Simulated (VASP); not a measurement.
Cd$_{2}$Mg$_{2}$Te$_{4}$ (ordered alloy cell): computed properties

Calculation: PBEsol GGA, VASP's PBE PAW potentials (set 64) (plane waves; VASP).

```
Quantity                                                                                                   Result
-----------------------------------  ----------------------------------------------------------------------------
space group                                                                                           P-4m2 (115)
cell                                 a = 4.5717 Å, b = 4.5717 Å, c = 6.4459 Å, α = 90.00°, β = 90.00°, γ = 90.00°
volume per atom                                                                                    33.68 Å^3/atom
band gap (on the k-mesh)                                                                                  1.43 eV
smallest direct gap (on the k-mesh)                                                                       1.43 eV
band-edge character                                                                                direct, Γ to Γ
density                                                                                                4.83 g/cm³
```

```yaml
crystal:
  lattice:
    - [6.46538, 0.00000, 0.00000]
    - [0.00000, 6.46538, 0.00000]
    - [0.00000, 0.00000, 6.44593]
  atoms:
    - { symbol: Mg, position: [0.00000, 0.00000, 0.00000] }
    - { symbol: Mg, position: [0.50000, 0.50000, 0.00000] }
    - { symbol: Te, position: [0.25000, 0.25000, 0.24623] }
    - { symbol: Te, position: [0.75000, 0.75000, 0.24623] }
    - { symbol: Te, position: [0.75000, 0.25000, 0.75377] }
    - { symbol: Te, position: [0.25000, 0.75000, 0.75377] }
    - { symbol: Cd, position: [0.50000, 0.00000, 0.50000] }
    - { symbol: Cd, position: [0.00000, 0.50000, 0.50000] }
```

Unless said otherwise, spin-orbit coupling is left out, though it shifts the bands of the heavy elements here.

The structure was generated: Cd2Mg2Te4 was put into an ordered model structure (P-4m2), which need not be its known phase. It was relaxed first. Symmetry was kept, so distortions that lower it aren't found.
